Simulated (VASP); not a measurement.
OSZICAR of a VASP run on KI (rock salt):

OSZICAR:
```
       N       E                     dE             d eps       ncg     rms          rms(c)
DAV:   1     0.906203996147E+02    0.90620E+02   -0.47638E+03  2088   0.309E+02
DAV:   2    -0.178133566236E+01   -0.92402E+02   -0.86261E+02  2536   0.110E+02
DAV:   3    -0.576439425602E+01   -0.39831E+01   -0.39458E+01  2760   0.194E+01
DAV:   4    -0.589813729099E+01   -0.13374E+00   -0.13356E+00  2996   0.298E+00
DAV:   5    -0.589910741423E+01   -0.97012E-03   -0.97009E-03  2660   0.246E-01    0.307E+00
DAV:   6    -0.581916111695E+01    0.79946E-01   -0.16133E-02  2556   0.807E-01    0.220E+00
DAV:   7    -0.581242264687E+01    0.67385E-02   -0.36040E-02  2648   0.702E-01    0.782E-01
DAV:   8    -0.581545333495E+01   -0.30307E-02   -0.54477E-03  2596   0.272E-01    0.245E-01
DAV:   9    -0.581609242333E+01   -0.63909E-03   -0.62046E-04  2532   0.737E-02    0.790E-02
DAV:  10    -0.581611679835E+01   -0.24375E-04   -0.36514E-05  2828   0.156E-02    0.399E-02
DAV:  11    -0.581616832251E+01   -0.51524E-04   -0.44499E-05  2352   0.183E-02    0.184E-02
DAV:  12    -0.581616777791E+01    0.54460E-06   -0.11633E-06  2504   0.347E-03    0.105E-02
DAV:  13    -0.581616762004E+01    0.15787E-06   -0.89276E-07  2388   0.280E-03    0.981E-03
DAV:  14    -0.581616771955E+01   -0.99512E-07   -0.60809E-08  2628   0.807E-04
   1 F= -.58161677E+01 E0= -.58161677E+01  d E =-.242865E-22
 imaginary and real dielectric function
```

### Question
Which electronic solver shows in the log?

### Answer
It is blocked Davidson (ALGO = Normal, or the opening steps of other solvers). The INCAR had ALGO = Normal.

### Question
Can the final energy be trusted as converged?

### Answer
The run converged. It stopped with EDIFF = 1E-7, NELM = 100 (PBEsol GGA, plane waves, VASP's PBE PAW potentials (set 64)).

The compound is KI in the rock salt structure. It was relaxed first.
